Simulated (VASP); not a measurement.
# Na3TeH (Pm-3m) in VASP: a series of runs, part 2 of 2

VASP 6.6.1. Earlier steps stand in the parts before.

## (3) Relaxation of cell and atoms, r2SCAN

This run uses another cell than the first one, of 20.85 Å³/atom, 0.962 times its volume.

Input file INCAR:

```
  PREC = Accurate
  ENCUT = 600
  EDIFF = 1E-7
  ISMEAR = 0
  SIGMA = 0.03
  LREAL = False
  LASPH = True
  NELM = 80
  ALGO = Normal
  ISIF = 3
  LWAVE = False
  LCHARG = False
  METAGGA = R2SCAN
  LMIXTAU = True
  IBRION = 2
  NSW = 90
  EDIFFG = -0.005
```

Input file KPOINTS:

```
Automatic mesh
0
Gamma
  6 6 6
```

Input file POSCAR:

```
Na3TeH                                  
1.0
    4.7060934199     -0.0000000000      0.0000000000
    0.0000000000      4.7060934199     -0.0000000000
   -0.0000000000      0.0000000000      4.7060934199
  Na              Te              H             
     3     1     1
Direct
     0.5000000000000000    0.0000000000000000    0.5000000000000000
     0.0000000000000000    0.5000000000000000    0.5000000000000000
     0.5000000000000000    0.5000000000000000    0.0000000000000000
     0.0000000000000000    0.0000000000000000    0.0000000000000000
     0.5000000000000000    0.5000000000000000    0.5000000000000000
```

Potentials or basis: VASP PAW PBE potentials, release 64 (Na_pv, Te, H).

Run with:

```sh
cat potpaw_PBE.64/Na_pv/POTCAR potpaw_PBE.64/Te/POTCAR potpaw_PBE.64/H/POTCAR > POTCAR
mpirun -np 1 vasp_std > vasp.out
```

OUTCAR:

```text
PREC = Accurate
   ENCUT = 600
   EDIFF = 1E-7
   ISMEAR = 0
   LREAL = False
   LASPH = True
   NELM = 80
   ISIF = 3
   METAGGA = R2SCAN
   IBRION = 2
   NSW = 90
   EDIFFG = -0.005

 ion  position               nearest neighbor table
   1  0.500  0.000  0.500-
   2  0.000  0.500  0.500-
   3  0.500  0.500  0.000-
   4  0.000  0.000  0.000-
   5  0.500  0.500  0.500-

  LATTYP: Found a simple cubic cell.
 ALAT       =     4.7060934199

  Lattice vectors:

 A1 = (   4.7060934199,   0.0000000000,   0.0000000000)
 A2 = (   0.0000000000,   4.7060934199,   0.0000000000)
 A3 = (   0.0000000000,   0.0000000000,   4.7060934199)

Analysis of symmetry for initial positions (statically):
=====================================================================
 Subroutine PRICEL returns:
 Original cell was already a primitive cell.

 Routine SETGRP: Setting up the symmetry group for a
 simple cubic supercell.

 Subroutine GETGRP returns: Found 48 space group operations
 (whereof 48 operations were pure point group operations)
 out of a pool of 48 trial point group operations.

The static configuration has the point symmetry O_h .

Analysis of symmetry for dynamics (positions and initial velocities):
=====================================================================
 Subroutine PRICEL returns:
 Original cell was already a primitive cell.

 Routine SETGRP: Setting up the symmetry group for a
 simple cubic supercell.

 Subroutine GETGRP returns: Found 48 space group operations
 (whereof 48 operations were pure point group operations)
 out of a pool of 48 trial point group operations.

The dynamic configuration has the point symmetry O_h .

 Subroutine INISYM returns: Found 48 space group operations
 (whereof 48 operations are pure point group operations),
 and found     1 'primitive' translations

----------------------------------------------------------------------------------------

                                     Primitive cell

  volume of cell :     104.2273

  direct lattice vectors                    reciprocal lattice vectors
     4.706093420  0.000000000  0.000000000     0.212490469  0.000000000  0.000000000
     0.000000000  4.706093420  0.000000000     0.000000000  0.212490469  0.000000000
     0.000000000  0.000000000  4.706093420     0.000000000  0.000000000  0.212490469

  length of vectors
     4.706093420  4.706093420  4.706093420     0.212490469  0.212490469  0.212490469

  position of ions in fractional coordinates (direct lattice)
     0.500000000  0.000000000  0.500000000
     0.000000000  0.500000000  0.500000000
     0.500000000  0.500000000  0.000000000
     0.000000000  0.000000000  0.000000000
     0.500000000  0.500000000  0.500000000

  ion indices of the primitive-cell ions
   primitive index   ion index
                 1           1
                 2           2
                 3           3
                 4           4
[... 23 lines left out ...]
 Subroutine IBZKPT returns following result:
 ===========================================

 Found     20 irreducible k-points:

 Following reciprocal coordinates:
            Coordinates               Weight
  0.000000  0.000000  0.000000      1.000000
  0.166667  0.000000  0.000000      6.000000
  0.333333  0.000000  0.000000      6.000000
  0.500000  0.000000  0.000000      3.000000
  0.166667  0.166667  0.000000     12.000000
  0.333333  0.166667  0.000000     24.000000
[... 12 lines left out ...]
  0.500000  0.500000  0.333333      6.000000
  0.500000  0.500000  0.500000      1.000000
   k-points           NKPTS =     20   k-points in BZ     NKDIM =     20   number of bands    NBANDS=     18
   number of dos      NEDOS =    301   number of ions     NIONS =      5
   total plane-waves  NPLWV =  64000
   dimension x,y,z NGX =    40 NGY =   40 NGZ =   40
   dimension x,y,z NGXF=    80 NGYF=   80 NGZF=   80
   ions per type =               3   1   1
   NGX,Y,Z   is equivalent  to a cutoff of  14.13, 14.13, 14.13 a.u.
   NGXF,Y,Z  is equivalent  to a cutoff of  28.26, 28.26, 28.26 a.u.
 SYSTEM =  unknown system
   PREC   = accura    normal or accurate (medium, high low for compatibility)
   ISTART =      0    job   : 0-new  1-cont  2-samecut
   ICHARG =      2    charge: 1-file 2-atom 10-const
   ISPIN  =      1    spin polarized calculation?
   LNONCOLLINEAR =      F non collinear calculations
   LSORBIT =      F    spin-orbit coupling
   LASPH  =      T    aspherical Exc in radial PAW
   ENCUT  =  600.0 eV  44.10 Ry    6.64 a.u.   9.40  9.40  9.40*2*pi/ulx,y,z
   NELM   =     80;   NELMIN=  2; NELMDL= -5     # of ELM steps
   EDIFF  = 0.1E-06   stopping-criterion for ELM
   LREAL  =      F    real-space projection
   EDIFFG = -.5E-02   stopping-criterion for IOM
   NSW    =     90    number of steps for IOM
   IBRION =      2    ionic relax: 0-MD 1-quasi-New 2-CG
   NFREE  =      1    steps in history (QN), initial steepest desc. (CG)
   ISIF   =      3    stress and relaxation
   ISYM   =      2    0-nonsym 1-usesym 2-fastsym
   POTIM  = 0.5000    time-step for ionic-motion
   TEBEG  =    0.0;   TEEND  =   0.0 temperature during run
   PSTRESS=    0.0 pullay stress
   NELECT =      28.0000    total number of electrons
   NUPDOWN=      -1.0000    fix difference up-down
   EMIN   =  10.00;   EMAX   =-10.00  energy-range for DOS
   EFERMI =   0.00;   METHOD = LEGACY
   ISMEAR =     0;   SIGMA  =   0.03  broadening in eV -4-tet -1-fermi 0-gaus
   EFERMI_NEDOS =   21; number of points for ismear=-14 and -15
   IALGO  =     38    algorithm
   IMIX   =      4    mixing-type and parameters
     AMIX     =   0.40;   BMIX     =  1.00
     AMIX_MAG =   1.60;   BMIX_MAG =  1.00
  volume/ion in A,a.u.               =      20.85       140.67
  Fermi-wavevector in a.u.,A,eV,Ry     =   1.056332  1.996177 15.181878  1.115837
  Thomas-Fermi vector in A             =   2.191563
   LORBIT       =      0    0 simple, 1 ext, 2 COOP (PROOUT), +10 PAW based schemes
   METAGGA = R2SCAN    functional components
   LHFCALC =     F    Hartree Fock is set to
   AEXX    =    0.0000 exact exchange contribution
   IVDW    =     0    specifies the selected vdW correction
   LEPSILON=     F    determine dielectric tensor
   LRPA    =     F    only Hartree local field effects (RPA)
 conjugate gradient relaxation of ions
 non-spin polarized calculation
 Gauss-broadening in eV      SIGMA  =   0.03
  energy-cutoff  :      600.00
  volume of cell :      104.23
 maximum number of plane-waves:      3514
 NGX is ok and might be reduce to    40
   NGX = 19   NGY = 19   NGZ = 19

 number of electron      27.9999982 magnetization

 Free energy of the ion-electron system (eV)
  ---------------------------------------------------
  ext. energy  EPLUGINS =         0.00000000
  ---------------------------------------------------
  free energy    TOTEN  =       -43.57295623 eV

  energy without entropy =      -43.57295623  energy(sigma->0) =      -43.57295623

 E-fermi :   1.5972     XC(G=0):  -8.6820

 val. band max:        1.4416583655   @ k =   0.5000   0.5000   0.0000
 cond. band min:       4.8592939556   @ k =   0.5000   0.5000   0.5000
 fundamental gap:      3.4176355901
 Fermi energy:         1.5972312736

 k-point     1 :       0.0000    0.0000    0.0000
  band No.  band energies     occupation
      1     -22.6853      2.00000
      2     -22.6853      2.00000
      3     -22.6853      2.00000
      4     -22.6481      2.00000
      5     -22.6481      2.00000
      6     -22.6481      2.00000
[... 397 lines left out ...]
      5     -22.6254      2.00000
      6     -22.6254      2.00000
[... 10 lines left out ...]
     17       4.8593      0.00000
     18      11.7277      0.00000

------------------------ aborting loop because EDIFF is reached ----------------------------------------

  FORCE on cell =-STRESS in cart. coord.  units (eV):
  Direction    XX          YY          ZZ          XY          YZ          ZX
  --------------------------------------------------------------------------------------
  -------------------------------------------------------------------------------------
  Total        0.0064564      0.0064564      0.0064564      0.0000000      0.0000000      0.0000000
  in kB        0.0992472      0.0992472      0.0992472      0.0000000      0.0000000      0.0000000
  external PRESSURE =       0.0992472 kB  Pullay stress =       0.0000000 kB

 VOLUME and BASIS-vectors are now :
 -----------------------------------------------------------------------------
  energy-cutoff  :      600.00
  volume of cell :      104.23
      direct lattice vectors                 reciprocal lattice vectors
     4.706093420  0.000000000  0.000000000     0.212490469  0.000000000  0.000000000
     0.000000000  4.706093420  0.000000000     0.000000000  0.212490469  0.000000000
     0.000000000  0.000000000  4.706093420     0.000000000  0.000000000  0.212490469

 POSITION                                       TOTAL-FORCE (eV/Angst)
 -----------------------------------------------------------------------------------
      2.35305      0.00000      2.35305         0.000000      0.000000      0.000000
      0.00000      2.35305      2.35305         0.000000      0.000000      0.000000
      2.35305      2.35305      0.00000         0.000000      0.000000      0.000000
      0.00000      0.00000      0.00000         0.000000      0.000000      0.000000
      2.35305      2.35305      2.35305         0.000000      0.000000      0.000000
 -----------------------------------------------------------------------------------
    total drift:                               -0.000000      0.000000     -0.000000

  FREE ENERGIE OF THE ION-ELECTRON SYSTEM (eV)
  ---------------------------------------------------
  free  energy   TOTEN  =       -43.5729562308 eV

  energy  without entropy=      -43.5729562308  energy(sigma->0) =      -43.57295623

 reached required accuracy - stopping structural energy minimisation
```

Wall time 2.7 min (1 thread of Intel Xeon Platinum 8488C (Sapphire Rapids), shared host); peak memory 0.29 GiB.

What came out:

| Quantity | Value |
| --- | --- |
| Free energy | -43.5730 eV |
| Pressure after relaxing | 0.0 GPa |
| Band gap on the k mesh | 3.42 eV, indirect (least direct gap 3.63 eV) |

Final structure:
```
Na Te H
1.0
     4.70609    0.00000    0.00000
     0.00000    4.70609    0.00000
     0.00000    0.00000    4.70609
Na Te H
3 1 1
Cartesian
  2.3530 0.0000 2.3530
  0.0000 2.3530 2.3530
  2.3530 2.3530 0.0000
  0.0000 0.0000 0.0000
  2.3530 2.3530 2.3530
```

Caveat: the relaxation stopped at its first step, so nothing moved; the PAW data sets were made with another functional, which shifts forces and pressure a little; spin-orbit coupling is left out, which moves the levels of the heavy elements. A k mesh can miss the band edges.
